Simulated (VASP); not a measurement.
# NbSi2: convergence with the plane-wave cutoff and SCF solver

Aim: find what the plane-wave cutoff and SCF solver change for NbSi2, and what they cost. The series runs use PBE. The plane-wave cutoff tried: ENCUT = 180; ENCUT = 220; ENCUT = 260; ENCUT = 290; ENCUT = 340; ENCUT = 380; ENCUT = 470; ENCUT = 590. The SCF solver tried: ALGO = Normal; ALGO = Fast; ALGO = VeryFast; ALGO = All; ALGO = Damped; AMIX = 0.1, BMIX = 0.01; AMIX = 0.8; IMIX = 1, AMIX = 0.2. The start is a cell from a database of measured crystal structures.

Calculated with VASP 6.6.1; PBE; plane waves and PAW (Nb_sv, Si).

Report form: the programs' logs are mostly left out.

## (1) Set-up

The structure is hexagonal, space group P6_222 (No. 180). The conventional cell has a = 4.819 Å, b = 4.819 Å, c = 6.592 Å, α = 90.00°, β = 90.00°, γ = 120.00°. Nearest to Nb lie 10 Si at 2.62 to 2.84 Å. Nearest to Si lie 5 Si at 2.57 to 2.84 Å and 5 Nb at 2.62 to 2.84 Å. Farther neighbours are not listed.

Coordinates:

```
Nb Si
1.0
     4.81900    0.00000    0.00000
    -2.40950    4.17338    0.00000
     0.00000    0.00000    6.59200
Nb Si
3 6
Direct
  0.50000 0.00000 0.50000
  0.50000 0.50000 0.83333
  0.00000 0.50000 0.16667
  0.15990 0.31980 0.50000
  0.84010 0.15990 0.83333
  0.68020 0.84010 0.16667
  0.84010 0.68020 0.50000
  0.15990 0.84010 0.83333
  0.31980 0.15990 0.16667
```

## (2) Plane-wave cutoff: ENCUT = 180

The basis grows with ENCUT, and energy and stress both move with it. PBE, the usual starting point, adds the gradient of the density.

INCAR

```
SYSTEM = NbSi2
PREC = Accurate
ENCUT = 180
EDIFF = 1E-06
NELM = 100
ISMEAR = -1
SIGMA = 0.05
LREAL = .FALSE.
ALGO = Normal
GGA = PE
NBANDS = 40
LASPH = .TRUE.
LORBIT = 11
LWAVE = .FALSE.
LCHARG = .FALSE.
KPAR = 8
ISIF = 2
```

POSCAR

```
NbSi2
1.0
    4.8190000000      0.0000000000      0.0000000000
   -2.4095000000      4.1733764208      0.0000000000
    0.0000000000      0.0000000000      6.5920000000
Nb Si
3 6
Direct
    0.5000000000      0.0000000000      0.5000000000
    0.5000000000      0.5000000000      0.8333333333
    0.0000000000      0.5000000000      0.1666666667
    0.1599000000      0.3198000000      0.5000000000
    0.8401000000      0.1599000000      0.8333333333
    0.6802000000      0.8401000000      0.1666666667
    0.8401000000      0.6802000000      0.5000000000
    0.1599000000      0.8401000000      0.8333333333
    0.3198000000      0.1599000000      0.1666666667
```

KPOINTS

```
Automatic mesh
0
Gamma
6 6 4
0 0 0
```

Potentials, in the order of the species: Nb_sv and Si (PBE family, release 64).

Command:

```console
mpirun -np 8 vasp_std
```

Elapsed: 4.4 s, on 8 MPI ranks of AMD EPYC 9R45, shared host; peak memory 1 GiB; 28 s of CPU time.

This run has no spin polarisation. Its electron count is odd, so without a moment it is a metal by construction. The k-mesh is coarse for a metal.

Numbers from this step:

* electronic steps: 13
* electrons: 63
* bands: 40
* irreducible k points: 21
* symmetry operations: 12
* free energy (TOTEN): -66.2915 eV
* energy at zero smearing: -66.2770 eV
* Fermi energy: 11.61 eV
* pressure: -63.87 GPa
* metallic: yes

The series starts at -7.3641 eV an atom and -63.87 GPa, after 13 cycles in 4.4 s.

## (3) Plane-wave cutoff: ENCUT = 220

Edit INCAR of step 2 so:

```diff
@@ -2,3 +2,3 @@
 PREC = Accurate
-ENCUT = 180
+ENCUT = 220
 EDIFF = 1E-06
```

POSCAR is that of step 2.

KPOINTS is that of step 2.

Command:

```console
mpirun -np 8 vasp_std
```

Elapsed: 4.4 s, on 8 MPI ranks; peak memory 1.1 GiB; 29 s of CPU time.

Against the run before the energy moves by -186.27 meV an atom and the pressure by +49.23 GPa, after 13 cycles in 4.4 s.

## (4) Plane-wave cutoff: ENCUT = 260

Edit INCAR of step 3 so:

```diff
@@ -2,3 +2,3 @@
 PREC = Accurate
-ENCUT = 220
+ENCUT = 260
 EDIFF = 1E-06
```

POSCAR is that of step 3.

KPOINTS is that of step 3.

Command:

```console
mpirun -np 8 vasp_std
```

Wall time 6.8 s (8 MPI ranks); peak memory 1.3 GiB.

Against the run before the energy moves by -25.23 meV an atom and the pressure by +12.18 GPa, after 14 cycles in 6.8 s.

## (5) Plane-wave cutoff: ENCUT = 290

Edit INCAR of step 4 so:

```diff
@@ -2,3 +2,3 @@
 PREC = Accurate
-ENCUT = 260
+ENCUT = 290
 EDIFF = 1E-06
```

POSCAR is that of step 4.

KPOINTS is that of step 4.

Command:

```console
mpirun -np 8 vasp_std
```

The job ended after 7.4 s (8 MPI ranks; peak memory 1.4 GiB; 52 s of CPU time).

Against the run before the energy moves by +3.25 meV an atom and the pressure by +1.73 GPa, after 14 cycles in 7.4 s.

## (6) Plane-wave cutoff: ENCUT = 340

Edit INCAR of step 5 so:

```diff
@@ -2,3 +2,3 @@
 PREC = Accurate
-ENCUT = 290
+ENCUT = 340
 EDIFF = 1E-06
```

POSCAR is that of step 5.

KPOINTS is that of step 5.

Command:

```console
mpirun -np 8 vasp_std
```

Run time: 8.4 s. Hardware: 8 MPI ranks; peak memory 1.6 GiB.

Against the run before the energy moves by -3.84 meV an atom and the pressure by +0.42 GPa, after 14 cycles in 8.4 s.

## (7) Plane-wave cutoff: ENCUT = 380

Edit INCAR of step 6 so:

```diff
@@ -2,3 +2,3 @@
 PREC = Accurate
-ENCUT = 340
+ENCUT = 380
 EDIFF = 1E-06
```

POSCAR is that of step 6.

KPOINTS is that of step 6.

Command:

```console
mpirun -np 8 vasp_std
```

The job ended after 9.6 s (8 MPI ranks; peak memory 1.7 GiB).

Against the run before the energy moves by -1.83 meV an atom and the pressure by +0.05 GPa, after 14 cycles in 9.6 s.

## (8) Plane-wave cutoff: ENCUT = 470

Edit INCAR of step 7 so:

```diff
@@ -2,3 +2,3 @@
 PREC = Accurate
-ENCUT = 380
+ENCUT = 470
 EDIFF = 1E-06
```

POSCAR is that of step 7.

KPOINTS is that of step 7.

Command:

```console
mpirun -np 8 vasp_std
```

Wall time 13 s (8 MPI ranks); peak memory 2.2 GiB.

Against the run before the energy moves by -1.28 meV an atom and the pressure by +0.19 GPa, after 14 cycles in 13 s.

## (9) Plane-wave cutoff: ENCUT = 590

Edit INCAR of step 8 so:

```diff
@@ -2,3 +2,3 @@
 PREC = Accurate
-ENCUT = 470
+ENCUT = 590
 EDIFF = 1E-06
```

POSCAR is that of step 8.

KPOINTS is that of step 8.

Command:

```console
mpirun -np 8 vasp_std
```

The job ended after 19 s (8 MPI ranks; peak memory 2.7 GiB; 2.3 min of CPU time).

Against the run before the energy moves by +0.04 meV an atom and the pressure by +0.06 GPa, after 14 cycles in 19 s.

## (10) The plane-wave cutoff series as a table

This step: convergence of PBE results with the cutoff; plane waves and PAW (VASP 6.6.1).

This step runs nothing: it gathers the runs above.

Differences are taken from the run with ENCUT = 590. Results of the series, by row:

```
    setting     status  energy less the reference (meV/atom)  pressure (GPa)  largest force difference (meV/Å)  SCF cycles  wall time (s)
ENCUT = 180  converged                                 215.2          -63.87                             65.44          13            4.4
ENCUT = 220  converged                                 28.89          -14.64                             2.279          13            4.4
ENCUT = 260  converged                                 3.664          -2.466                             1.954          14            6.8
ENCUT = 290  converged                                  6.91         -0.7338                              4.04          14            7.4
ENCUT = 340  converged                                 3.071         -0.3128                             1.375          14            8.4
ENCUT = 380  converged                                 1.242         -0.2595                             0.777          14            9.6
ENCUT = 470  converged                              -0.03862        -0.06485                             0.287          14           13.4
ENCUT = 590  converged                                     0       -0.005222                                 0          14           18.6
```

## (11) SCF solver: ALGO = Normal

This step: PBE; plane waves and PAW (Nb_sv, Si) (VASP 6.6.1).

All solvers should reach one answer; they differ in cycles and robustness.

Edit INCAR of step 9 so:

```diff
@@ -2,3 +2,3 @@
 PREC = Accurate
-ENCUT = 590
+ENCUT = 400
 EDIFF = 1E-06
```

POSCAR is that of step 9.

KPOINTS is that of step 9.

Command:

```console
mpirun -np 8 vasp_std
```

Run time: 11 s. Hardware: 8 MPI ranks; peak memory 1.9 GiB; 76 s of CPU time.

Numbers from this step:

```yaml
free_energy_toten: -68.2246 eV
energy_at_zero_smearing: -68.2086 eV
pressure: -0.2244 GPa
```

The series starts at -7.5787 eV an atom and -0.22 GPa, after 14 cycles in 11 s.

## (12) SCF solver: ALGO = Fast

Edit INCAR of step 11 so:

```diff
@@ -8,3 +8,3 @@
 LREAL = .FALSE.
-ALGO = Normal
+ALGO = Fast
 GGA = PE
```

POSCAR is that of step 11.

KPOINTS is that of step 11.

Command:

```console
mpirun -np 8 vasp_std
```

Run time: 20 s. Hardware: 8 MPI ranks; peak memory 1.9 GiB; 2.4 min of CPU time.

Against the first of the series the energy stays within 0.01 meV an atom and the pressure within 0.01 GPa, after 25 cycles in 20 s.

## (13) SCF solver: ALGO = VeryFast

Edit INCAR of step 12 so:

```diff
@@ -8,3 +8,3 @@
 LREAL = .FALSE.
-ALGO = Fast
+ALGO = VeryFast
 GGA = PE
```

POSCAR is that of step 12.

KPOINTS is that of step 12.

Command:

```console
mpirun -np 8 vasp_std
```

The job ended after 28 s (8 MPI ranks; peak memory 1.9 GiB; 3.5 min of CPU time).

Against the first of the series the energy stays within 0.01 meV an atom and the pressure within 0.01 GPa, after 38 cycles in 28 s.

## (14) SCF solver: ALGO = All

Edit INCAR of step 13 so:

```diff
@@ -8,3 +8,3 @@
 LREAL = .FALSE.
-ALGO = VeryFast
+ALGO = All
 GGA = PE
```

POSCAR is that of step 13.

KPOINTS is that of step 13.

Command:

```console
mpirun -np 8 vasp_std
```

The job ended after 17 s (8 MPI ranks; peak memory 2.2 GiB; 2 min of CPU time).

Against the first of the series the energy stays within 0.01 meV an atom; the pressure moves by +0.01 GPa, after 23 cycles in 17 s.

## (15) SCF solver: ALGO = Damped

Edit INCAR of step 14 so:

```diff
@@ -8,3 +8,3 @@
 LREAL = .FALSE.
-ALGO = All
+ALGO = Damped
 GGA = PE
```

POSCAR is that of step 14.

KPOINTS is that of step 14.

Command:

```console
mpirun -np 8 vasp_std
```

It took 44 s on 8 MPI ranks; peak memory 2.1 GiB.

EDIFF was not reached within NELM cycles, so the run counts as unconverged.

## (16) SCF solver: AMIX = 0.1, BMIX = 0.01

Edit INCAR of step 15 so:

```diff
@@ -8,3 +8,3 @@
 LREAL = .FALSE.
-ALGO = Damped
+ALGO = Normal
 GGA = PE
@@ -17 +17,3 @@
 ISIF = 2
+AMIX = 0.1
+BMIX = 0.01
```

POSCAR is that of step 15.

KPOINTS is that of step 15.

Command:

```console
mpirun -np 8 vasp_std
```

The job ended after 14 s (8 MPI ranks; peak memory 1.9 GiB).

Against the first of the series the energy stays within 0.01 meV an atom; the pressure moves by -0.03 GPa, after 19 cycles in 14 s.

## (17) SCF solver: AMIX = 0.8

Edit INCAR of step 16 so:

```diff
@@ -17,3 +17,2 @@
 ISIF = 2
-AMIX = 0.1
-BMIX = 0.01
+AMIX = 0.8
```

POSCAR is that of step 16.

KPOINTS is that of step 16.

Command:

```console
mpirun -np 8 vasp_std
```

It took 13 s on 8 MPI ranks; peak memory 1.9 GiB.

Against the first of the series the energy stays within 0.01 meV an atom; the pressure moves by +0.04 GPa, after 17 cycles in 13 s.

## (18) SCF solver: IMIX = 1, AMIX = 0.2

Edit INCAR of step 17 so:

```diff
@@ -17,2 +17,3 @@
 ISIF = 2
-AMIX = 0.8
+IMIX = 1
+AMIX = 0.2
```

POSCAR is that of step 17.

KPOINTS is that of step 17.

Command:

```console
mpirun -np 8 vasp_std
```

Run time: 20 s. Hardware: 8 MPI ranks; peak memory 1.7 GiB.

Against the first of the series the energy stays within 0.01 meV an atom; the pressure moves by -0.09 GPa, after 27 cycles in 20 s.

## (19) The SCF solver series as a table

This step: convergence of PBE results with the solver; plane waves and PAW (VASP 6.6.1).

No new run; the numbers come from the runs before.

Differences are taken from the run with ALGO = Normal. Results of the series, by row:

```
                setting         status  energy less the reference (meV/atom)  pressure (GPa)  largest force difference (meV/Å)  SCF cycles  wall time (s)
          ALGO = Normal      converged                                     0         -0.2244                                 0          14           10.6
            ALGO = Fast      converged                               2.89e-5         -0.2231                                 0          25           19.8
        ALGO = VeryFast      converged                               6.08e-4          -0.224                             0.237          38             28
             ALGO = All      converged                               3.09e-4          -0.213                             0.097          23           16.6
          ALGO = Damped  not_converged                                     -               -                                 -           -             44
AMIX = 0.1, BMIX = 0.01      converged                               2.52e-4         -0.2591                             0.092          19           14.2
             AMIX = 0.8      converged                               1.96e-4         -0.1838                             0.259          17           12.8
   IMIX = 1, AMIX = 0.2      converged                              0.001991         -0.3108                             0.089          27             20
```

## (20) What came out

```json
{
  "plane-wave cutoff from which the energy stays within 10 meV/atom of the reference": "ENCUT = 260",
  "plane-wave cutoff from which the energy stays within 1 meV/atom of the reference": "ENCUT = 470",
  "plane-wave cutoff from which the pressure stays within 0.2 GPa of the reference": "ENCUT = 470",
  "spread of the pressure over the plane-wave cutoff": "63.9 GPa",
  "spread of the energy over the plane-wave cutoff": "215 meV/atom",
  "fewest SCF cycles": "ALGO = Normal (14)",
  "most SCF cycles among converged runs": "ALGO = VeryFast (38)",
  "spread of the pressure over the SCF solver": "0.127 GPa",
  "spread of the energy over the SCF solver": "0.00199 meV/atom"
}
```

What this shows: From ENCUT = 470 on, the energy stays within 1 meV an atom of the reference, at 72 % of its time. The pressure holds within 0.2 GPa from ENCUT = 470 on. These cutoffs are 0.6 to 2 times the default of the data sets, about 290 eV; at the default the run is off by +6.9 meV an atom, -0.73 GPa, 4.0 meV/Å in forces, and at 1.3 times by +1.2 meV an atom, -0.25 GPa, 0.8 meV/Å in forces. Energy differences between like cells converge faster than these totals. All SCF solvers that converged agree within 0.05 meV an atom. No setting beats the 11 s of ALGO = Normal by a fifth or more; the slowest converged run is ALGO = VeryFast, at 28 s. On a shared host such times are rough. Yet the pressure of IMIX = 1, AMIX = 0.2 is -0.09 GPa off: EDIFF tests the energy, which is second order in the error of the density, while the stress is first order. Differences are taken from the run with ENCUT = 590, which is itself not the exact limit. ALGO = Damped did not converge. The runs at ENCUT = 180; ENCUT = 220; ENCUT = 260 are over 30 meV an atom or 2 GPa off and describe the material poorly.

[Lines on the potential files, build, host, timing and source positions are cut from VASP's logs without a mark.]

[Logs are printed without paths, hosts, clocks, repeated set-up lines and the standing remarks that a program may print on its own settings, such as how far it seeks lower states.]

[Hosts, paths, dates, database ids (printed as entryN), source tags and the programs' standing remarks are cut or masked in the printed files.]

[A measured line is paired with the nearest computed mode of its activity, which favours agreement.]
